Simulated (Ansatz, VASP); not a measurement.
# WC: VASP beside Ansatz, part 2 of 2

One calculation is typed for both programs; each brings its own data sets. How far apart do they land? The cell is taken from a series of runs on this material, whose earlier steps may have relaxed, scaled, displaced or heated it; both programs get it as it stands.

VASP 6.6.1 and Ansatz 0.2.0.

So far. Step 3 (Ansatz: single point, PBEsol, pair 1): The run ends at a pressure of 0.07 GPa, with forces up to 0.26 eV/Å.

### Step 6. VASP: single point, PBEsol, pair 2

Level of this step: PBEsol; plane waves and PAW (W, C) (VASP).

A single point gives forces, pressure and levels at one fixed geometry, so differences don't come from the geometry; what else differs is listed under the comparison.

INCAR reads:

```
SYSTEM = WC
PREC = Accurate
ENCUT = 600
EDIFF = 1E-06
NELM = 120
ISMEAR = 1
SIGMA = 0.15
LREAL = .FALSE.
ALGO = Normal
GGA = PS
NBANDS = 28
LASPH = .TRUE.
LORBIT = 11
LWAVE = .FALSE.
LCHARG = .FALSE.
ISIF = 2
GGA_COMPAT = .FALSE.
KPAR = 2
```

POSCAR reads:

```
WC
1.0
    0.0000000000      0.0000000000     -4.3452637359
    4.3452637359      0.0000000000      0.0000000000
    2.1726318679     -4.3452637359     -2.1726318679
W C
4 4
Direct
    0.4772177351      0.5227822649      0.0000000000
    0.0227822649      0.9772177351      0.0000000000
    0.2272177351      0.7727822649      0.5000000000
    0.7727822649      0.2272177351      0.5000000000
    0.5205531762      0.0205531762      0.0000000000
    0.9794468238      0.4794468238      0.0000000000
    0.2705531762      0.2705531762      0.5000000000
    0.7294468238      0.7294468238      0.5000000000
```

KPOINTS reads:

```
Automatic mesh
0
Gamma
8 8 8
0 0 0
```

The projector-augmented-wave data sets are W and C (PBE family, release 64).

Started as:

```sh
mpirun -np 2 vasp_std
```

Numbers of over 12 decimals in the logs are rounded to 6 here.

Output:

```text
[banner, memory and clock lines left out]
running    2 mpi-ranks, on    1 nodes
[...]
[... a notice as in an earlier step ...]

 LDA part: xc-table for (Slater+PW92), standard interpolation
 POSCAR, INCAR and KPOINTS ok, starting setup
[...]
entering main loop
       N       E                     dE             d eps       ncg     rms          rms(c)
DAV:   1     0.198662256427E+03    0.19866E+03   -0.20735E+04  5320   0.149E+03
DAV:   2    -0.773015108771E+02   -0.27596E+03   -0.26540E+03  6192   0.376E+02
DAV:   3    -0.104626851021E+03   -0.27325E+02   -0.26338E+02  7568   0.868E+01
DAV:   4    -0.105490759139E+03   -0.86391E+00   -0.85642E+00  7248   0.165E+01
[...]
DAV:  12    -0.923037743227E+02   -0.13990E-05   -0.45087E-05  6760   0.415E-02    0.146E-02
DAV:  13    -0.923037714177E+02    0.29050E-05   -0.21686E-05  7720   0.212E-02    0.306E-03
DAV:  14    -0.923037712953E+02    0.12244E-06   -0.98463E-07  3680   0.631E-03
   1 F= -.92303771E+02 E0= -.92303233E+02  d E =-.161527E-02
```

From OUTCAR (step 6):

```text
  Total        2.1750656     -3.6634936      2.1750656     -0.0000000      0.0000000     -0.9741838
  in kB       42.4751103    -71.5414259     42.4751103     -0.0000000      0.0000000    -19.0240543
  external PRESSURE =       4.4695982 kB  Pullay stress =       0.0000000 kB

 POSITION                                       TOTAL-FORCE (eV/Angst)
 -----------------------------------------------------------------------------------
      2.27163      0.00000     -2.07364         0.010836     -0.000000      0.010836
      4.24627      0.00000     -0.09899        -0.010836     -0.000000     -0.010836
      4.44426     -2.17263     -2.07364         0.010836     -0.000000      0.010836
      2.07364     -2.17263     -4.44426        -0.010836     -0.000000     -0.010836
      0.08931      0.00000     -2.26194        -0.105459     -0.000000      0.105459
      2.08332      0.00000     -4.25595         0.105459      0.000000     -0.105459
      2.26194     -2.17263     -2.26194        -0.105459      0.000000      0.105459
      4.25595     -2.17263     -4.25595         0.105459     -0.000000     -0.105459
 -----------------------------------------------------------------------------------
    total drift:                               -0.000000     -0.000000      0.000000

  FREE ENERGIE OF THE ION-ELECTRON SYSTEM (eV)
  ---------------------------------------------------
  free  energy   TOTEN  =       -92.3037712953 eV

  energy  without entropy=      -92.3021560296  energy(sigma->0) =      -92.30323287

[... 2 parts as in an earlier step ...]

[... 1 further part left out ...]
[key lines of the parts left out:]
E-fermi :   9.5993
```

The run ends at a pressure of 0.45 GPa, with forces up to 0.15 eV/Å.

### Step 7. Ansatz: single point, PBEsol, pair 2

The same cell, functional, mesh and smearing now go to Ansatz, which takes its cutoff from its data sets.

The cell is taken from a series of runs on this material, whose earlier steps may have relaxed, scaled, displaced or heated it; both programs get it as it stands.

input.yaml reads:

```yaml
crystal:
  lattice:
    - [0.0, 0.0, -4.3452637359]
    - [4.3452637359, 0.0, 0.0]
    - [2.1726318679, -4.3452637359, -2.1726318679]
  atoms:
    - { symbol: W, position: [0.4772177351, 0.5227822649, 0.0] }
    - { symbol: W, position: [0.0227822649, -0.0227822649, 0.0] }
    - { symbol: W, position: [0.2272177351, 0.7727822649, 0.5] }
    - { symbol: W, position: [0.7727822649, 0.2272177351, 0.5] }
    - { symbol: C, position: [0.5205531762, 0.0205531762, 0.0] }
    - { symbol: C, position: [-0.0205531762, 0.4794468238, 0.0] }
    - { symbol: C, position: [0.2705531762, 0.2705531762, 0.5] }
    - { symbol: C, position: [0.7294468238, 0.7294468238, 0.5] }
kpoints:
  mp_grid: { grid: [8, 8, 8] }
hamiltonian:
  xc: pbesol
scf:
  occupations: { method: methfessel_paxton, width: 0.15 }
output:
  forces: true
  stress: true
  eigenvalues: true
```

Started as:

```sh
ansatz run input.yaml --threads 4 --pin off --max-ram 7168MiB --backend cpu --events-out ev --progress --plain --runs-dir out
```

Output:

```text
[...]
Crystal: 8 atoms, lattice volume = 82.044 Å³
Basis set: ecut = 420 eV, 1591 PW (Γ), exchange–correlation on 60×60×72 points (8 copies of the dense FFT grid, shifted against one another)
Bands: 44, of which v1, the nominal top of the filled ones, is band 36 counted from 1 (35 counted from 0)
Symmetry: 8 space group operations
[...]
k-points: 95 of 512
[...]
k-point 0: bands = [... 32 lower, 19.9277, 20.9070, 20.9943, 21.2189, 21.2638, 21.3352, 22.4878, 22.7663, ... 4 higher]
  k-point 1: bands = [... 32 lower, 19.3615, 19.7937, 21.1132, 21.3835, 21.6411, 21.6755, 22.3101, 22.7724, ... 4 higher]
  k-point 2: bands = [... 32 lower, 18.9881, 19.4850, 20.6026, 20.7622, 22.1779, 22.2838, 22.4650, 23.0229, ... 4 higher]
  k-point 94: bands = [... 32 lower, 21.8160, 21.8160, 22.9950, 22.9950, 23.2782, 23.2782, 23.4937, 23.4937, ... 4 higher]
[key lines of the parts left out:]
SCF converged after 6 iterations
Free energy (F): -42011.364694 eV
Fermi energy:    22.012338 eV
P = ⅓ Tr σ = 0.3200 GPa (3.200 kbar)
```

The run ends at a pressure of 0.32 GPa, with forces up to 0.16 eV/Å.

### Step 8. Differences

What differs besides the data sets and the points named for the pairs above, as far as they apply: the data sets hold 72 valence electrons in Ansatz (on its default PAW (the set named soft_2) files) and 40 in VASP. Total energies have different zeros and are not compared.

The two programs side by side:

```
      quantity  Ansatz  VASP  difference
pressure (GPa)    0.32  0.45       -0.13
```

Forces (eV/Å; atoms numbered as in POSCAR):

```
atom         Ansatz x, y, z           VASP x, y, z
  W1  -0.031, 0.000, -0.031    0.011, 0.000, 0.011
  W2    0.031, 0.000, 0.031  -0.011, 0.000, -0.011
  W3  -0.031, 0.000, -0.031    0.011, 0.000, 0.011
  W4    0.031, 0.000, 0.031  -0.011, 0.000, -0.011
  C5   -0.110, 0.000, 0.110   -0.105, 0.000, 0.105
  C6   0.110, 0.000, -0.110   0.105, 0.000, -0.105
  C7   -0.110, 0.000, 0.110   -0.105, 0.000, 0.105
  C8   0.110, 0.000, -0.110   0.105, 0.000, -0.105
```

The forces differ by 24 meV/Å r.m.s., which is 39.7 % of the r.m.s. force of 0.061 eV/Å (both taken over all components).

### Step 9. Ansatz: single point, PBEsol, pair 3

With cell and atoms fixed, the geometry can't cause a difference; cores, projectors, grids and the points listed under the comparison can.

The cell is taken from a series of runs on this material, whose earlier steps may have relaxed, scaled, displaced or heated it; both programs get it as it stands.

input.yaml, the sections that differ from step 7:

```yaml
crystal:
  lattice:
    - [0.0, 0.0, -4.3452637359]
    - [4.3452637359, 0.0, 0.0]
    - [2.1726318679, -4.3452637359, -2.1726318679]
  atoms:
    - { symbol: W, position: [0.4641992981, 0.5358007019, 0.0] }
    - { symbol: W, position: [0.0358007019, -0.0358007019, 0.0] }
    - { symbol: W, position: [0.2141992981, 0.7858007019, 0.5] }
    - { symbol: W, position: [0.7858007019, 0.2141992981, 0.5] }
    - { symbol: C, position: [0.5322978483, 0.0322978483, 0.0] }
    - { symbol: C, position: [-0.0322978483, 0.4677021517, 0.0] }
    - { symbol: C, position: [0.2822978483, 0.2822978483, 0.5] }
    - { symbol: C, position: [0.7177021517, 0.7177021517, 0.5] }
# kpoints, hamiltonian, scf, output: as in step 7
```

Output:

```text
[...]
Crystal: 8 atoms, lattice volume = 82.044 Å³
Basis set: ecut = 420 eV, 1591 PW (Γ), exchange–correlation on 60×60×72 points (8 copies of the dense FFT grid, shifted against one another)
Bands: 44, of which v1, the nominal top of the filled ones, is band 36 counted from 1 (35 counted from 0)
Symmetry: 8 space group operations
[...]
k-points: 95 of 512
[...]
k-point 0: bands = [... 32 lower, 20.1182, 20.6046, 20.6324, 21.1050, 21.2340, 21.4626, 22.4413, 22.7003, ... 4 higher]
  k-point 1: bands = [... 32 lower, 19.5126, 19.9813, 21.0435, 21.3007, 21.4978, 21.7466, 22.3932, 22.6985, ... 4 higher]
  k-point 2: bands = [... 32 lower, 19.0176, 19.6672, 20.6054, 20.7574, 22.2994, 22.4497, 22.7889, 22.9306, ... 4 higher]
  k-point 94: bands = [... 32 lower, 21.8016, 21.8016, 22.4207, 22.4207, 22.7669, 22.7669, 23.6003, 23.6003, ... 4 higher]
[key lines of the parts left out:]
SCF converged after 6 iterations
Free energy (F): -42011.082237 eV
Fermi energy:    21.812914 eV
P = ⅓ Tr σ = 1.7262 GPa (17.262 kbar)
```

The run ends at a pressure of 1.73 GPa, with forces up to 1.3 eV/Å.

### Step 10. VASP: single point, PBEsol, pair 3

The same cell, functional, mesh and smearing now go to VASP, with its own data sets.

INCAR is that of step 6.

POSCAR reads:

```
WC
1.0
    0.0000000000      0.0000000000     -4.3452637359
    4.3452637359      0.0000000000      0.0000000000
    2.1726318679     -4.3452637359     -2.1726318679
W C
4 4
Direct
    0.4641992981      0.5358007019      0.0000000000
    0.0358007019      0.9641992981      0.0000000000
    0.2141992981      0.7858007019      0.5000000000
    0.7858007019      0.2141992981      0.5000000000
    0.5322978483      0.0322978483      0.0000000000
    0.9677021517      0.4677021517      0.0000000000
    0.2822978483      0.2822978483      0.5000000000
    0.7177021517      0.7177021517      0.5000000000
```

KPOINTS is that of step 6.

Started as:

```sh
mpirun -np 2 vasp_std
```

Output:

```text
[... set-up lines as in an earlier step ...]
 entering main loop
       N       E                     dE             d eps       ncg     rms          rms(c)
DAV:   1     0.198563579746E+03    0.19856E+03   -0.20751E+04  5320   0.149E+03
DAV:   2    -0.761394278965E+02   -0.27470E+03   -0.26379E+03  6140   0.376E+02
DAV:   3    -0.103848257346E+03   -0.27709E+02   -0.26753E+02  7624   0.875E+01
DAV:   4    -0.104726279609E+03   -0.87802E+00   -0.87230E+00  7224   0.172E+01
[...]
DAV:  12    -0.920526835498E+02    0.22394E-07   -0.58127E-05  7080   0.488E-02    0.145E-02
DAV:  13    -0.920526820544E+02    0.14954E-05   -0.15707E-05  7784   0.183E-02    0.256E-03
DAV:  14    -0.920526820857E+02   -0.31308E-07   -0.39634E-07  3632   0.454E-03
   1 F= -.92052682E+02 E0= -.92053210E+02  d E =0.158456E-02
```

From OUTCAR (step 10):

```text
  Total        4.1537412     -5.8251249      4.1537412     -0.0000000      0.0000000     -0.9896984
  in kB       81.1150786   -113.7541894     81.1150786     -0.0000000      0.0000000    -19.3270255
  external PRESSURE =      16.1586559 kB  Pullay stress =       0.0000000 kB

 POSITION                                       TOTAL-FORCE (eV/Angst)
 -----------------------------------------------------------------------------------
      2.32820      0.00000     -2.01707        -0.869328     -0.000000     -0.869328
      4.18970      0.00000     -0.15556         0.869328     -0.000000      0.869328
      4.50083     -2.17263     -2.01707        -0.869328     -0.000000     -0.869328
      2.01707     -2.17263     -4.50083         0.869328     -0.000000      0.869328
      0.14034      0.00000     -2.31297        -0.377746      0.000000      0.377746
      2.03229      0.00000     -4.20492         0.377746      0.000000     -0.377746
      2.31297     -2.17263     -2.31297        -0.377746     -0.000000      0.377746
      4.20492     -2.17263     -4.20492         0.377746      0.000000     -0.377746
 -----------------------------------------------------------------------------------
    total drift:                               -0.000000      0.000000      0.000000

  FREE ENERGIE OF THE ION-ELECTRON SYSTEM (eV)
  ---------------------------------------------------
  free  energy   TOTEN  =       -92.0526820857 eV

  energy  without entropy=      -92.0542666423  energy(sigma->0) =      -92.05321027

[... 2 parts as in an earlier step ...]

[... 1 further part left out ...]
[key lines of the parts left out:]
E-fermi :   9.4007
```

The run ends at a pressure of 1.62 GPa, with forces up to 1.2 eV/Å.

### Step 11. Differences

What differs besides the data sets and the points named for the pairs above, as far as they apply: the data sets hold 72 valence electrons in Ansatz (on its default PAW (the set named soft_2) files) and 40 in VASP. Total energies have different zeros and are not compared.

The two programs side by side:

```
      quantity  Ansatz  VASP  difference
pressure (GPa)    1.73  1.62       +0.11
```

Forces (eV/Å; atoms numbered as in POSCAR):

```
atom         Ansatz x, y, z           VASP x, y, z
  W1  -0.952, 0.000, -0.952  -0.869, 0.000, -0.869
  W2    0.952, 0.000, 0.952    0.869, 0.000, 0.869
  W3  -0.952, 0.000, -0.952  -0.869, 0.000, -0.869
  W4    0.952, 0.000, 0.952    0.869, 0.000, 0.869
  C5   -0.395, 0.000, 0.395   -0.378, 0.000, 0.378
  C6   0.395, 0.000, -0.395   0.378, 0.000, -0.378
  C7   -0.395, 0.000, 0.395   -0.378, 0.000, 0.378
  C8   0.395, 0.000, -0.395   0.378, 0.000, -0.378
```

The forces differ by 49 meV/Å r.m.s., which is 8.9 % of the r.m.s. force of 0.547 eV/Å (both taken over all components).

### Step 12. Outcome

| Quantity | Value |
| --- | --- |
| r.m.s. force difference (single point, PBEsol, pair 1) | 14 meV/Å |
| r.m.s. force difference (single point, PBEsol, pair 2) | 24 meV/Å |
| r.m.s. force difference (single point, PBEsol, pair 3) | 8.9 % of the r.m.s. force |

**Reading.** The r.m.s. force difference is 8.9 % of the r.m.s. force (single point, PBEsol, pair 3), beyond the 3 % picked in this series as the mark of a large difference. The data sets hold unlike numbers of valence electrons (72 in Ansatz and 40 in VASP), so part of the differences comes from the potentials. Single point, PBEsol, pair 1, VASP with the data sets W_sv and C: r.m.s. force difference goes from 14 to 4.2 meV/Å; the difference in pressure goes from -0.22 to -1.1 GPa. What causes the difference of the single point, PBEsol, pair 2 pair stays open here. What causes the difference of the single point, PBEsol, pair 3 pair stays open here. Such differences can come from data sets, numerical settings and the points named under the comparisons, not from the functional's error against experiment.

[Lines on the potential files, build, host, timing and source positions are cut from VASP's logs without a mark.]

[Logs are printed without paths, hosts, clocks, repeated set-up lines and the standing remarks that a program may print on its own settings, such as how far it seeks lower states.]

[Hosts, paths, dates, database ids (printed as entryN), source tags and the programs' standing remarks are cut or masked in the printed files.]
